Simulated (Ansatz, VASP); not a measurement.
Two plane-wave programs on TiSiTe4

```
Ti Si Te
1.0
     6.12276    0.00000    0.00000
    -3.06138    5.30247    0.00000
     0.00000    0.00000    7.45270
Ti Si Te
1 1 4
Direct
  0.00000 0.00000 0.15967
  0.00000 0.00000 0.48132
  0.50000 0.00000 0.26690
  0.00000 0.50000 0.26690
  0.50000 0.50000 0.26690
  0.00000 0.00000 0.79732
```

Alike in both runs: functional PBE; k mesh 6 × 6 × 2; occupations gaussian, width 0.1 eV; no spin polarisation.

Ansatz relaxed the structure, and its values are those at the end. VASP's run is a single point on that final structure, the one shown.

|  | VASP | Ansatz |
| --- | --- | --- |
| version | VASP 6.6.1 | Ansatz 0.2.0 |
| potentials or method | VASP PAW PBE potentials, release 64 (Ti_sv, Si, Te) | scalar-relativistic, plane waves, PAW |
| plane-wave cutoff (eV) | 520 | 420 |
| valence electrons in the cell | 40 | 80 |

```tsv
	VASP	Ansatz	Ansatz less VASP
gap on the k mesh at the Fermi level (eV)	none	none	-
pressure (GPa)	0.0	0.0	-0.02
rms of the force components (eV/Å)	0.008	0.002	-0.0058
```

A gap of «none» marks a metal or a gap that the smearing closes. The two sets of potentials don't hold the same shells in valence.

Caveats: the k mesh is coarse (spacing up to 0.42 Å⁻¹), so the values aren't converged. Spin-orbit coupling is left out, which matters for the levels of Te.
